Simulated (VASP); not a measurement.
Calculation: PBE GGA, VASP's PBE PAW potentials (set 64) (plane waves; VASP).

VASP input:

### KPOINTS
```
K-points
0
gamma
 6 6 6
0 0 0
```

**INCAR**
```
ISIF = 3
SIGMA = 0.1   # width (eV)
LASPH = .True.
NELM = 100   # most electronic steps
EDIFFG = -0.01   # ionic stop
LCHARG = .False.
PREC = Accurate
NSW = 50   # most ionic steps
ALGO = Normal   # blocked Davidson
SYSTEM = Y
LMAXMIX = 4   # l cut-off of mixed one-centre charges
GGA = PE
LREAL = .False.   # projection in real space or not
LWAVE = .False.
ISMEAR = 1
EDIFF = 1E-6
ENCUT = 180
IBRION = 2
```

### POSCAR
```
Y
1.0
  3.6212220000   0.0000000000   0.0000000000
 -1.8106110000   3.1360700000   0.0000000000
  0.0000000000   0.0000000000  11.6513050000
Y
4
Cart
  0.0108727191  -0.0082321838  -0.0093559979
 -0.0066739121   0.0009220046   5.8237649886
 -0.0125276175   2.0757615969   2.9263767177
  1.8189361894   1.0676185822   8.7361717916
```

POTCAR, in this order: Y_sv (PBE.64 set). Program: vasp_std.

The run wrote:

File OSZICAR:
```
...
DAV:   7    -0.257164167939E+02   -0.39289E-04   -0.97428E-05  7758   0.292E-02    0.146E-02
DAV:   8    -0.257164167702E+02    0.23681E-07   -0.39364E-06  5638   0.106E-02
   8 F= -.25716417E+02 E0= -.25717057E+02  d E =-.116504E-03
       N       E                     dE             d eps       ncg     rms          rms(c)
DAV:   1    -0.257164319580E+02   -0.15164E-04   -0.42598E-04  7264   0.129E-01    0.255E-02
DAV:   2    -0.257164228507E+02    0.91073E-05   -0.38071E-05  6916   0.335E-02    0.151E-02
DAV:   3    -0.257164177138E+02    0.51369E-05   -0.19925E-05  7318   0.210E-02    0.104E-02
DAV:   4    -0.257164179447E+02   -0.23089E-06   -0.42820E-06  4994   0.102E-02
   9 F= -.25716418E+02 E0= -.25717059E+02  d E =-.117679E-03
       N       E                     dE             d eps       ncg     rms          rms(c)
DAV:   1    -0.257166175746E+02   -0.19986E-03   -0.40960E-02  5824   0.143E+00    0.113E-01
DAV:   2    -0.257166117435E+02    0.58310E-05   -0.24275E-03  7054   0.294E-01    0.707E-02
DAV:   3    -0.257165431769E+02    0.68567E-04   -0.29652E-04  8444   0.919E-02    0.626E-02
DAV:   4    -0.257165179186E+02    0.25258E-04   -0.12254E-04  7748   0.567E-02    0.387E-02
DAV:   5    -0.257165165962E+02    0.13223E-05   -0.38802E-05  7896   0.305E-02    0.282E-02
DAV:   6    -0.257165173991E+02   -0.80287E-06   -0.16384E-05  6912   0.201E-02    0.184E-02
DAV:   7    -0.257165186337E+02   -0.12346E-05   -0.83199E-06  6186   0.148E-02    0.322E-03
DAV:   8    -0.257165187185E+02   -0.84797E-07   -0.85758E-07  3236   0.588E-03
  10 F= -.25716519E+02 E0= -.25717163E+02  d E =-.100774E-03
       N       E                     dE             d eps       ncg     rms          rms(c)
DAV:   1    -0.257165853112E+02   -0.66678E-04   -0.18722E-02  5824   0.965E-01    0.766E-02
DAV:   2    -0.257165811706E+02    0.41406E-05   -0.11045E-03  7076   0.198E-01    0.479E-02
DAV:   3    -0.257165489817E+02    0.32189E-04   -0.13314E-04  8340   0.619E-02    0.425E-02
DAV:   4    -0.257165374011E+02    0.11581E-04   -0.55417E-05  7750   0.383E-02    0.264E-02
DAV:   5    -0.257165367434E+02    0.65772E-06   -0.17405E-05  6790   0.207E-02    0.187E-02
DAV:   6    -0.257165372081E+02   -0.46470E-06   -0.73953E-06  5734   0.140E-02
  11 F= -.25716537E+02 E0= -.25717183E+02  d E =-.119263E-03
       N       E                     dE             d eps       ncg     rms          rms(c)
DAV:   1    -0.257166578359E+02   -0.12109E-03   -0.74645E-02  5824   0.193E+00    0.154E-01
DAV:   2    -0.257166369730E+02    0.20863E-04   -0.44155E-03  7060   0.397E-01    0.969E-02
DAV:   3    -0.257165100573E+02    0.12692E-03   -0.54255E-04  8388   0.124E-01    0.845E-02
DAV:   4    -0.257164623606E+02    0.47697E-04   -0.22543E-04  7764   0.775E-02    0.530E-02
DAV:   5    -0.257164589528E+02    0.34078E-05   -0.74721E-05  7870   0.420E-02    0.392E-02
DAV:   6    -0.257164595609E+02   -0.60812E-06   -0.30898E-05  7368   0.273E-02    0.247E-02
DAV:   7    -0.257164607492E+02   -0.11883E-05   -0.14786E-05  6656   0.197E-02    0.428E-03
DAV:   8    -0.257164608636E+02   -0.11436E-06   -0.13982E-06  3460   0.746E-03
  12 F= -.25716461E+02 E0= -.25717109E+02  d E =-.429189E-04
       N       E                     dE             d eps       ncg     rms          rms(c)
DAV:   1    -0.257166549124E+02   -0.19416E-03   -0.46906E-02  5824   0.153E+00    0.122E-01
DAV:   2    -0.257166503077E+02    0.46047E-05   -0.28067E-03  7084   0.315E-01    0.764E-02
DAV:   3    -0.257165713887E+02    0.78919E-04   -0.33605E-04  8394   0.989E-02    0.664E-02
DAV:   4    -0.257165423180E+02    0.29071E-04   -0.14223E-04  7764   0.609E-02    0.422E-02
DAV:   5    -0.257165381320E+02    0.41860E-05   -0.45994E-05  7896   0.329E-02    0.304E-02
DAV:   6    -0.257165370906E+02    0.10414E-05   -0.18574E-05  6896   0.216E-02    0.196E-02
DAV:   7    -0.257165348059E+02    0.22847E-05   -0.93882E-06  6568   0.157E-02    0.345E-03
DAV:   8    -0.257165348176E+02   -0.11752E-07   -0.91298E-07  3270   0.603E-03
  13 F= -.25716535E+02 E0= -.25717181E+02  d E =-.116873E-03
       N       E                     dE             d eps       ncg     rms          rms(c)
DAV:   1    -0.257165546814E+02   -0.19875E-04   -0.44494E-02  5824   0.151E+00    0.824E-02
DAV:   2    -0.257166931742E+02   -0.13849E-03   -0.28690E-03  6434   0.315E-01    0.680E-02
DAV:   3    -0.257166398568E+02    0.53317E-04   -0.19930E-04  8192   0.738E-02    0.483E-02
DAV:   4    -0.257166184025E+02    0.21454E-04   -0.11111E-04  9048   0.489E-02    0.452E-02
DAV:   5    -0.257166168237E+02    0.15788E-05   -0.45496E-05  7342   0.299E-02    0.187E-02
DAV:   6    -0.257166197168E+02   -0.28930E-05   -0.15901E-05  6528   0.180E-02    0.158E-02
DAV:   7    -0.257166213226E+02   -0.16059E-05   -0.71992E-06  6494   0.123E-02    0.715E-03
DAV:   8    -0.257166234700E+02   -0.21474E-05   -0.24109E-06  4650   0.716E-03    0.248E-03
DAV:   9    -0.257166241173E+02   -0.64731E-06   -0.75004E-07  3102   0.464E-03
  14 F= -.25716624E+02 E0= -.25717274E+02  d E =-.892997E-04
       N       E                     dE             d eps       ncg     rms          rms(c)
DAV:   1    -0.257165943658E+02    0.29104E-04   -0.36110E-02  5824   0.136E+00    0.740E-02
DAV:   2    -0.257167058603E+02   -0.11149E-03   -0.23017E-03  6426   0.282E-01    0.602E-02
DAV:   3    -0.257166628054E+02    0.43055E-04   -0.16135E-04  8110   0.664E-02    0.424E-02
DAV:   4    -0.257166466349E+02    0.16171E-04   -0.88627E-05  9014   0.434E-02    0.402E-02
DAV:   5    -0.257166456881E+02    0.94681E-06   -0.35773E-05  6770   0.265E-02    0.164E-02
DAV:   6    -0.257166482063E+02   -0.25182E-05   -0.12602E-05  6310   0.161E-02    0.139E-02
DAV:   7    -0.257166495970E+02   -0.13907E-05   -0.54924E-06  5844   0.109E-02    0.655E-03
DAV:   8    -0.257166515848E+02   -0.19878E-05   -0.23428E-06  4496   0.679E-03    0.197E-03
DAV:   9    -0.257166520554E+02   -0.47062E-06   -0.64834E-07  3150   0.426E-03
  15 F= -.25716652E+02 E0= -.25717306E+02  d E =-.117238E-03
       N       E                     dE             d eps       ncg     rms          rms(c)
DAV:   1    -0.257171695270E+02   -0.51794E-03   -0.55248E-02  5904   0.163E+00    0.165E-01
DAV:   2    -0.257170057202E+02    0.16381E-03   -0.46586E-03  6820   0.389E-01    0.123E-01
DAV:   3    -0.257167256386E+02    0.28008E-03   -0.69850E-04  7832   0.135E-01    0.681E-02
DAV:   4    -0.257167242852E+02    0.13534E-05   -0.19175E-04  8312   0.482E-02    0.544E-02
DAV:   5    -0.257167236129E+02    0.67232E-06   -0.76434E-05  8172   0.394E-02    0.329E-02
DAV:   6    -0.257167249080E+02   -0.12952E-05   -0.84857E-05  8596   0.363E-02    0.162E-02
DAV:   7    -0.257167267940E+02   -0.18860E-05   -0.11032E-05  5812   0.146E-02    0.108E-02
DAV:   8    -0.257167274824E+02   -0.68839E-06   -0.48932E-06  5070   0.874E-03
  16 F= -.25716727E+02 E0= -.25717369E+02  d E =-.754270E-04
       N       E                     dE             d eps       ncg     rms          rms(c)
DAV:   1    -0.257167276291E+02   -0.83508E-06   -0.70900E-05  5912   0.590E-02    0.625E-03
DAV:   2    -0.257167273718E+02    0.25734E-06   -0.46001E-06  5724   0.131E-02
  17 F= -.25716727E+02 E0= -.25717369E+02  d E =-.753164E-04
       N       E                     dE             d eps       ncg     rms          rms(c)
DAV:   1    -0.257167463258E+02   -0.18697E-04   -0.28511E-03  5830   0.376E-01    0.348E-02
DAV:   2    -0.257167476465E+02   -0.13207E-05   -0.19601E-04  7226   0.828E-02    0.271E-02
DAV:   3    -0.257167434839E+02    0.41626E-05   -0.31972E-05  8072   0.282E-02    0.187E-02
DAV:   4    -0.257167406514E+02    0.28325E-05   -0.14281E-05  7276   0.200E-02    0.969E-03
DAV:   5    -0.257167404593E+02    0.19205E-06   -0.39004E-06  4668   0.988E-03
  18 F= -.25716740E+02 E0= -.25717381E+02  d E =-.130875E-04
```

### OUTCAR
```
------------------------ aborting loop because EDIFF is reached ----------------------------------------
  FORCE on cell =-STRESS in cart. coord.  units (eV):
  Direction    XX          YY          ZZ          XY          YZ          ZX
  --------------------------------------------------------------------------------------
  Total       -0.0098401     -0.0318861     -0.0171949      0.0050626     -0.0001851     -0.0002519
  in kB       -0.1257564     -0.4075065     -0.2197518      0.0646999     -0.0023653     -0.0032197
  external PRESSURE =      -0.2510049 kB  Pullay stress =       0.0000000 kB
  volume of cell :      125.37
      direct lattice vectors                 reciprocal lattice vectors
     3.559291485 -0.000653761  0.000001869     0.280984576  0.162153686 -0.000000489
    -1.780212568  3.084803601  0.000005480     0.000059549  0.324204111 -0.000000688
     0.000005893  0.000024243 11.419129482    -0.000000046 -0.000000182  0.087572350
 POSITION                                       TOTAL-FORCE (eV/Angst)
 -----------------------------------------------------------------------------------
     -1.77851      3.08450      0.00037        -0.001429     -0.000430     -0.001771
      3.55693      0.00083      5.70879         0.002931     -0.002358      0.004877
     -0.00272      2.05116      2.85385         0.001819      0.005772      0.004100
      1.78245      1.03183      8.56570        -0.003322     -0.002984     -0.007205
 -----------------------------------------------------------------------------------
    total drift:                                0.000006     -0.000026      0.000203
  FREE ENERGIE OF THE ION-ELECTRON SYSTEM (eV)
  ---------------------------------------------------
  free  energy   TOTEN  =       -25.7167404593 eV

  energy  without entropy=      -25.7186633540  energy(sigma->0) =      -25.71738142

 reached required accuracy - stopping structural energy minimisation
```
(Selected blocks of OUTCAR.)

CONTCAR:
```
Y
   1.00000000000000
     3.5592914851829582   -0.0006537612049708    0.0000018690464448
    -1.7802125678533969    3.0848036005997685    0.0000054795320011
     0.0000058932984754    0.0000242429962564   11.4191294816337887
  Y
     4
Direct
     0.0004310395153737    0.9999028328732931    0.0000316373952535
     0.9995752628196619    0.0004782888886749    0.4999318249629872
     0.3318393031490570    0.6649937889853742    0.2499181241409586
     0.6681533945159031    0.3346250892526506    0.7501184135008007
```

**OUTCAR**
```
 val. band max:        3.2997016532   @ k =  -0.1667   0.5000   0.0000

 cond. band min:       3.3388956609   @ k =   0.3333   0.0000   0.0000


 Fermi energy:         3.3071967115

 k-point     1 :       0.0000    0.0000    0.0000
  band No.  band energies     occupation
      1     -39.2909      2.00000
      2     -39.2607      2.00000
      3     -39.2354      2.00000
      4     -39.2053      2.00000
      5     -19.6252      2.00000
      6     -19.3165      2.00000
      7     -19.2866      2.00000
      8     -19.0640      2.00000
      9     -19.0622      2.00000
     10     -19.0265      2.00000
     11     -19.0256      2.00000
     12     -19.0064      2.00000
     13     -19.0057      2.00000
     14     -18.9684      2.00000
     15     -18.9683      2.00000
     16     -18.9565      2.00000
     17      -1.4875      2.00000
     18      -0.0392      2.00000
     19      -0.0349      2.00000
     20       1.3138      2.00000
     21       4.0854     -0.00000
     22       4.1437     -0.00000
     23       4.1480     -0.00000
     24       4.9112     -0.00000
     25       4.9221     -0.00000
     26       4.9848     -0.00000

 k-point     2 :       0.1667    0.0000    0.0000
  band No.  band energies     occupation
      1     -39.2744      2.00000
      2     -39.2484      2.00000
      3     -39.2235      2.00000
      4     -39.1974      2.00000
      5     -19.5703      2.00000
      6     -19.3409      2.00000
      7     -19.3228      2.00000
      8     -19.1748      2.00000
      9     -19.1114      2.00000
     10     -19.1011      2.00000
     11     -19.0822      2.00000
     12     -19.0736      2.00000
     13     -19.0539      2.00000
     14     -19.0339      2.00000
     15     -18.9859      2.00000
     16     -18.9790      2.00000
     17      -0.8777      2.00000
     18       0.4750      2.00000
     19       0.4764      2.00000
     20       1.8836      2.00000
     21       3.5267     -0.00811
     22       3.6795     -0.00000
...
```

At this cut-off the stress carries a Pulay error, which pulls relaxed volumes low.  Energy and stress use the plane-wave basis of the starting cell.

The structure was generated: Y was put into an ordered model structure, which need not be its known phase. In the starting cell atoms are displaced from their ideal sites. This run relaxes it. The k-mesh is coarse (spacing up to 0.34 per Å, 2π included), so the numbers may not be converged in it. The run is one of a series of settings (EDIFFG = -0.01, ENCUT = 180, IBRION = 2, ISIF = 3, NSW = 50, KPOINTS 6×6×6 Γ-centred mesh against the base run), some of them coarse on purpose.
